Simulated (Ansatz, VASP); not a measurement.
# Sn13Ge3Se16 (Sn0.8Ge0.2Se, orthorhombic GeSe-type) in two plane-wave programs

Wanted: the spread between two codes on one cell, functional and k mesh. The cell is invented: As first built, before any earlier steps moved the atoms (in the runner's words): 1x2x2 conventional cells of the SnSe type (32 atoms: 3 Ge, 16 Se, 13 Sn); Sn/Ge share their sites, the best of 600 random draws by like-pair counts in two shells; start lattice by linear mixing of the end members' cells; atoms moved at random by 0.02 A. It may not be a known or stable phase. The structure shown is the start of the Ansatz relaxation below; VASP solves that cell, so the two are compared at the walk's first step.

Main program and level: Ansatz 0.2.0; plane waves, with VASP 6.6.1 beside it; single point at PBE with D3(BJ).

### Step 1. The structure

The cell holds 32 atoms: 3 Ge, 16 Se and 13 Sn. Its edges and angles: a = 11.254 Å, b = 8.226 Å, c = 8.854 Å, α = 90.0°, β = 90.0°, γ = 90.0°. It derives from SnSe (SnSe type, space group 62), repeated 1×2×2. As first built, before any earlier steps moved the atoms (in the runner's words): 1x2x2 conventional cells of the SnSe type (32 atoms: 3 Ge, 16 Se, 13 Sn); Sn/Ge share their sites, the best of 600 random draws by like-pair counts in two shells; start lattice by linear mixing of the end members' cells; atoms moved at random by 0.02 A.

### Step 2. Ansatz: relaxation, PBE with D3(BJ)

Ansatz runs on its default PAW (the set named soft_2) files.

The two programs are compared at the cell with which this relaxation starts, whose forces are those of its first step.

File input.yaml:

```yaml
crystal:
  lattice:
    - [11.254, 0.0, 0.0]
    - [0.0, 8.2256, 0.0]
    - [0.0, 0.0, 8.8544]
  atoms:
    - { symbol: Ge, position: [0.11397, 0.12647, 0.54883] }
    - { symbol: Ge, position: [0.87863, 0.87669, 0.45049] }
    - { symbol: Ge, position: [0.88654, 0.8696, 0.94879] }
    - { symbol: Se, position: [0.85559, 0.12407, 0.24287] }
    - { symbol: Se, position: [0.64608, 0.37617, 0.49155] }
    - { symbol: Se, position: [0.35427, 0.12545, 0.01062] }
    - { symbol: Se, position: [0.14472, 0.3699, 0.26241] }
    - { symbol: Se, position: [0.85462, 0.12715, 0.74028] }
    - { symbol: Se, position: [0.64643, 0.37421, 0.99478] }
    - { symbol: Se, position: [0.35783, 0.12344, 0.50202] }
    - { symbol: Se, position: [0.14512, 0.37261, 0.76083] }
    - { symbol: Se, position: [0.85618, 0.6241, 0.23927] }
    - { symbol: Se, position: [0.643, 0.87858, 0.49359] }
    - { symbol: Se, position: [0.35512, 0.6258, 0.01069] }
    - { symbol: Se, position: [0.14418, 0.87062, 0.26237] }
    - { symbol: Se, position: [0.85494, 0.62352, 0.74148] }
    - { symbol: Se, position: [0.64281, 0.87238, 0.99192] }
    - { symbol: Se, position: [0.35425, 0.62606, 0.50953] }
    - { symbol: Se, position: [0.14804, 0.87438, 0.75883] }
    - { symbol: Sn, position: [0.11776, 0.12793, 0.05054] }
    - { symbol: Sn, position: [0.38201, 0.37964, 0.30009] }
    - { symbol: Sn, position: [0.61921, 0.12185, 0.19669] }
    - { symbol: Sn, position: [0.88042, 0.37529, 0.44817] }
    - { symbol: Sn, position: [0.37963, 0.37689, 0.79816] }
    - { symbol: Sn, position: [0.6177, 0.12422, 0.69817] }
    - { symbol: Sn, position: [0.88287, 0.37853, 0.953] }
    - { symbol: Sn, position: [0.12148, 0.62026, 0.0515] }
    - { symbol: Sn, position: [0.38111, 0.87842, 0.298] }
    - { symbol: Sn, position: [0.6202, 0.62941, 0.20207] }
    - { symbol: Sn, position: [0.11901, 0.62472, 0.5507] }
    - { symbol: Sn, position: [0.38105, 0.87229, 0.80093] }
    - { symbol: Sn, position: [0.62176, 0.62612, 0.70318] }
kpoints:
  mp_grid: { grid: [2, 3, 3], shift: [0.5, 0.0, 0.0] }
hamiltonian:
  xc: pbe
  dispersion: d3bj
scf:
  occupations: { method: methfessel_paxton, width: 0.15 }
output:
  forces: true
  stress: true
relax:
  f_tol: 0.02
  max_steps: 45
  cell: { stress_tol: 0.1 }
```

Command:

```
> ansatz run input.yaml --threads 8 --pin off --max-ram 15360MiB --backend cpu --events-out ev --progress --plain --runs-dir out
```

Numbers of over 12 decimals in the logs are rounded to 6 here.

What it wrote:

```text
The last accepted step is kept in <dir> (removed where the run ends without a failure and the disk answers)
Engine: ansatz 0.2.0, x86_64-unknown-linux-gnu
Pseudopotentials: kind: paw
Pseudopotential: Ge, paw, valence charge 14, recommended cutoff 420 eV (normal), Ge.paw.azcp
Pseudopotential: Se, paw, valence charge 16, recommended cutoff 420 eV (normal), Se.paw.azcp
Pseudopotential: Sn, paw, valence charge 14, recommended cutoff 420 eV (normal), Sn.paw.azcp
Functional definition: PBE
  parameter kappa = 0.804
  parameter beta = 0.066725
  exchange = pbe_x(kappa = kappa, mu = beta*pi^2/3)
  correlation = pbe_c(beta = beta)
Crystal: 32 atoms, lattice volume = 819.660 Å³
Basis set: ecut = 420 eV, 16011 PW (Γ), exchange–correlation on 160×120×120 points (8 copies of the dense FFT grid, shifted against one another)
Bands: 288, of which v1, the nominal top of the filled ones, is band 240 counted from 1 (239 counted from 0)
Symmetry: 1 space group operations
Space group: P1 (ITA 1), of the structure as read, at distance tolerance 9.4e-5 Å
k-points: 9 of 18 (time reversal used)
Non-local potential: Ge, projectors of the file, l = 0: 2, l = 1: 2, l = 2: 3, l = 3: 1
Non-local potential: Se, projectors of the file, l = 0: 2, l = 1: 2, l = 2: 3, l = 3: 1
Non-local potential: Sn, projectors of the file, l = 0: 2, l = 1: 2, l = 2: 2, l = 3: 2
PAW form: soft (Blöchl's): semilocal exchange-correlation on the pseudo side does not see the compensation charge
PAW one-centre angular grid: Ge, 590 points (default); XC on 64 Gauss nodes
PAW one-centre angular grid: Se, 590 points (default); XC on 64 Gauss nodes
PAW one-centre angular grid: Sn, 590 points (default); XC on 64 Gauss nodes
Initial density: superposition of atomic densities (neutral atoms: chi_scale 0, normalization atom), corrected by the library's trained network
Initial wavefunctions: pseudopotential atomic-orbital guess
Functional: x = pbe(κ = 0.804, μ = 0.219515), c = pbe(β = 0.066725)
SCF iter   1: F=—  HF=-178728.319699 eV  |F-HF|=—  |Δ(HF+E_count)|=         —  Δρ=1.57e-3  dr2=2.49e-2  ethr=1.77e-3  ⟨swp⟩=6.0  Hψ=9660  notcnv=0  defer=1
preconditioner: auto → Resta (q_TF=auto, 2.496 Å⁻¹)  ε∞=2.9  [insulator: Δε(μ)=0.782 eV  Ē_g=15.975 eV  σ=0.150 eV  W_gap=1.00  n_scr=224 (ndim 8)  ℏωp=22.1 eV  f_vac=0.001  D(μ)=-0.02/eV (n_scr^D=0)  ε∞_Penn≈2.9]
SCF iter   2: F=—  HF=-178728.308922 eV  |F-HF|=—  |Δ(HF+E_count)|=   1.08e-2  S|Δr|=    0.00e0  Δρ=7.98e-4  dr2=5.11e-3  ethr=5.19e-6  ⟨swp⟩=2.0  Hψ=5115  notcnv=0  defer=1
SCF iter   3: F=—  HF=-178728.310137 eV  |F-HF|=—  |Δ(HF+E_count)|=   1.22e-3  S|Δr|=    0.00e0  Δρ=2.85e-4  dr2=5.20e-4  ethr=1.06e-6  ⟨swp⟩=2.6  Hψ=4012  notcnv=0  defer=1
SCF iter   4: F=—  HF=-178728.310204 eV  |F-HF|=—  |Δ(HF+E_count)|=   6.70e-5  S|Δr|=    0.00e0  Δρ=1.06e-4  dr2=7.98e-5  ethr=1.08e-7  ⟨swp⟩=2.0  Hψ=4384  notcnv=0  defer=1
SCF iter   5: F=—  HF=-178728.310344 eV  |F-HF|=—  |Δ(HF+E_count)|=   1.40e-4  S|Δr|=    0.00e0  Δρ=2.06e-5  dr2=3.32e-6  ethr=1.66e-8  ⟨swp⟩=2.0  Hψ=3529  notcnv=0  defer=1
SCF iter   6: F=—  HF=-178728.310344 eV  |F-HF|=—  |Δ(HF+E_count)|=   9.90e-8  S|Δr|=    0.00e0  Δρ=7.80e-6  dr2=4.29e-7  ethr=6.92e-10  ⟨swp⟩=2.0  Hψ=4384  notcnv=0  defer=1
SCF iter   7: F=-178728.310344 eV  HF=-178728.310344 eV  |F-HF|=1.92e-8  |Δ(HF+E_count)|=   3.17e-7  S|Δr|=    0.00e0  Δρ=2.17e-6  dr2=4.08e-8  ethr=2.08e-11  ⟨swp⟩=4.0  Hψ=9108  notcnv=0
SCF 1 converged in 7 iterations: F = -178728.310344 eV  dr2 = 4.08e-8
  greatest PAW one-centre occupation: 1.000 electrons in one spin orbital (limit 2), on the Se atom at site 13 (counted from 0), in its partial waves of l = 2
relax step   1: F+E_penalty+E_count = -178728.31034442 eV  Δ(F+E_penalty+E_count) = +0.000e0 eV  max|allowed force component| = 8.436e-1 eV/Å  Δτ_max = 0.0000 Å  P = +0.601 GPa  Ω = 819.660 Å³  (7 SCF iters, dr2 threshold 1.00e-7 eV, accepted)
Crystal: 32 atoms, lattice volume = 817.904 Å³
Basis set: ecut = 420 eV, 16003 PW (Γ), exchange–correlation on 160×120×120 points (8 copies of the dense FFT grid, shifted against one another)
Initial density: handed on by an earlier stage of this run
Initial wavefunctions: those handed on with the density
iter 1 solved again at ethr=9.54e-5 eV; its pass at ethr=3.10e-3 eV (dr2=4.58e-1 eV) is discarded
SCF iter   1: F=—  HF=-178729.087500 eV  |F-HF|=—  |Δ(HF+E_count)|=         —  Δρ=7.81e-3  dr2=4.72e-1  ethr=9.54e-5  ⟨swp⟩=1.3  Hψ=10700  notcnv=0
preconditioner: auto → Resta (q_TF=auto, 2.496 Å⁻¹)  ε∞=2.9  [insulator: Δε(μ)=0.672 eV  Ē_g=15.956 eV  σ=0.150 eV  W_gap=1.01  n_scr=224 (ndim 8)  ℏωp=22.1 eV  f_vac=0.003  D(μ)=-0.06/eV (n_scr^D=0)  ε∞_Penn≈2.9]
SCF iter   2: F=—  HF=-178728.971772 eV  |F-HF|=—  |Δ(HF+E_count)|=   1.16e-1  S|Δr|=    0.00e0  Δρ=3.70e-3  dr2=1.15e-1  ethr=9.54e-5  ⟨swp⟩=2.1  Hψ=3470  notcnv=0
[...]
SCF 7 converged in 5 iterations: F = -178729.136375 eV  dr2 = 1.86e-10
  greatest PAW one-centre occupation: 1.000 electrons in one spin orbital (limit 2), on the Se atom at site 15 (counted from 0), in its partial waves of l = 2
[...]
SCF converged after 5 iterations
Stability not checked: this state was not tested for a lower state beside it, because cold or Methfessel-Paxton smearing, or corrected tetrahedra, fill the levels in a way that the test cannot read (fill_not_monotonic; see scf.lower_state_search)
Free energy (F): -178729.136375 eV
Harris-Foulkes:  -178729.136375 eV  (|F-HF|=3.20e-10)
Internal energy: -178729.136641 eV  (E = F + TS)
E sigma→0 (E₀):  -178729.136441 eV
Entropy (-TS):   0.000266 eV (0.008 meV/atom)
Fermi energy:    9.402696 eV
Step filling:    the computed levels leave a gap of 0.7575 eV = 5.1 smearing widths at the electron count; against every level under it full and every level over it empty, smearing changes F+E_penalty+E_count by +0.019 meV and its σ→0 estimate by -0.047 meV
--- Per-component energies (eV) ---
  E_band       = -7604.570063
  E_kinetic    = 4637.958050
  E_local      = -56833.895627  (includes V_loc(G=0)·N_el)
  E_nonlocal   = -8714.734607
  E_hartree    = 29149.115193
  E_xc         = -6877.293124
  E_vxc        = -3021.322221  (∫ρ·V_xc dr)
  E_paw        = -90363.417039  (= ΣΔE_a)
  E_vpaw       = -1970.798412  (= ΣTr[D̂ρ^β])
  E_aug_tail   = -0.008615  (compensation charges beyond the density's cutoff)
  E_ewald      = -49715.146368
  E_disp       = -11.714504  (pairwise vdW)
  E_smearing   = 0.000266  (= −TS)
  E_closure    = -0.000000  (closes the sum)
  Σ components = -178729.136375   (vs F -178729.136375, Δ=0.00e0)
--- Forces (eV/Å), atoms counted from 1 ---
  atom   1  Ge     0.00039101    -0.00452523    -0.00381821
  atom   2  Ge    -0.00184698     0.00520895    -0.00020306
  atom   3  Ge    -0.00537817     0.00141705     0.00869075
  atom   4  Se     0.00381310     0.00302829     0.00244741
  atom   5  Se     0.00018957     0.00064846     0.00465960
  atom   6  Se     0.00437756    -0.00155809    -0.00367599
  atom   7  Se    -0.00464879     0.00131360     0.00427837
  atom   8  Se     0.00495925     0.00394480    -0.00497530
  atom   9  Se     0.00083766    -0.00019055    -0.00228405
  atom  10  Se     0.00059934    -0.00197360     0.00570481
  atom  11  Se    -0.00333223     0.00380763     0.00277808
  atom  12  Se     0.00533854    -0.00565710    -0.00162402
  atom  13  Se    -0.00099244     0.00142175     0.00159215
  atom  14  Se     0.00249289     0.00123704     0.00001632
  atom  15  Se    -0.00303260    -0.00254964     0.00459599
  atom  16  Se     0.00138983    -0.00368330    -0.00590013
  atom  17  Se    -0.00246516     0.00040651    -0.00296695
  atom  18  Se     0.00165189     0.00090843     0.00147226
  atom  19  Se    -0.00241841    -0.00222267    -0.00608441
  atom  20  Sn    -0.00301832    -0.00046665    -0.00009898
  atom  21  Sn     0.00085713     0.00179887    -0.00429763
  atom  22  Sn     0.00252008     0.00212862    -0.00387860
  atom  23  Sn    -0.00110784    -0.00132846    -0.00825729
  atom  24  Sn    -0.00187333     0.00085995     0.00859718
  atom  25  Sn     0.00468408     0.00282255     0.00173583
  atom  26  Sn     0.00404013    -0.00273088     0.00435191
  atom  27  Sn    -0.00004315    -0.00161222    -0.00102548
  atom  28  Sn    -0.00415537    -0.00286038    -0.00695130
  atom  29  Sn     0.00212733    -0.00050765    -0.00371945
  atom  30  Sn    -0.00107087     0.00518561     0.00159126
  atom  31  Sn    -0.00460749    -0.00177019     0.00882960
  atom  32  Sn    -0.00027805    -0.00250161    -0.00158060
  max |Σ_I F_I| component: 1.64e-7 eV/Å
--- Stress (GPa, compression-positive) ---
        0.008623       0.000691       0.004343
        0.000691       0.010013       0.009427
        0.004343       0.009427      -0.003251
  P = ⅓ Tr σ = 0.0051 GPa (0.051 kbar)
--- Relaxed structure (6 steps of the walk, 6 accepted, 1 SCFs on fresh bases) ---
  F+E_penalty+E_count = -178729.13637478 eV   max|allowed force component| = 8.830e-3 eV/Å   (the final SCF, on the basis selected at the relaxed cell)
  cell:  # Å, volume = 824.1638 Å³
    - [11.372008, 0.00578612, 0.039583]
    - [0.0042291, 8.232257, -0.000606764]
    - [0.031143, -0.000653147, 8.803653]
  atoms:
    - { symbol: Ge, position: [0.128411, 0.124802, 0.563647] }
    - { symbol: Ge, position: [0.873070, 0.874633, 0.437468] }
    - { symbol: Ge, position: [0.872134, 0.874508, 0.935899] }
    - { symbol: Se, position: [0.859409, 0.116008, 0.242751] }
    - { symbol: Se, position: [0.644608, 0.374335, 0.488029] }
    - { symbol: Se, position: [0.357733, 0.125026, 0.014258] }
    - { symbol: Se, position: [0.141205, 0.375961, 0.264568] }
    - { symbol: Se, position: [0.859931, 0.116571, 0.740174] }
    - { symbol: Se, position: [0.644523, 0.374298, 0.988685] }
    - { symbol: Se, position: [0.353402, 0.125281, 0.513935] }
    - { symbol: Se, position: [0.142747, 0.367516, 0.757696] }
    - { symbol: Se, position: [0.859010, 0.631346, 0.242792] }
    - { symbol: Se, position: [0.647864, 0.874434, 0.485960] }
    - { symbol: Se, position: [0.356233, 0.625666, 0.012111] }
    - { symbol: Se, position: [0.140457, 0.875480, 0.266916] }
    - { symbol: Se, position: [0.859642, 0.632321, 0.742053] }
    - { symbol: Se, position: [0.647928, 0.874654, 0.986520] }
    - { symbol: Se, position: [0.357873, 0.625480, 0.513914] }
    - { symbol: Se, position: [0.142479, 0.884068, 0.759163] }
    - { symbol: Sn, position: [0.114045, 0.124099, 0.052218] }
    - { symbol: Sn, position: [0.382116, 0.375508, 0.300485] }
    - { symbol: Sn, position: [0.617705, 0.124032, 0.201086] }
    - { symbol: Sn, position: [0.887333, 0.371978, 0.450366] }
    - { symbol: Sn, position: [0.383788, 0.374623, 0.800486] }
    - { symbol: Sn, position: [0.618909, 0.124082, 0.701099] }
    - { symbol: Sn, position: [0.885738, 0.374190, 0.947824] }
    - { symbol: Sn, position: [0.113424, 0.627344, 0.054580] }
    - { symbol: Sn, position: [0.381208, 0.875086, 0.299051] }
    - { symbol: Sn, position: [0.617916, 0.624959, 0.201000] }
    - { symbol: Sn, position: [0.114470, 0.627614, 0.549072] }
    - { symbol: Sn, position: [0.383350, 0.875928, 0.798901] }
    - { symbol: Sn, position: [0.617867, 0.624940, 0.699643] }
```

[end of part 1 of 2]

[Lines on the potential files, build, host, timing and source positions are cut from VASP's logs without a mark.]

[Logs are printed without paths, hosts, clocks, repeated set-up lines and the standing remarks that a program may print on its own settings, such as how far it seeks lower states.]

[Hosts, paths, dates, database ids (printed as entryN), source tags and the programs' standing remarks are cut or masked in the printed files.]
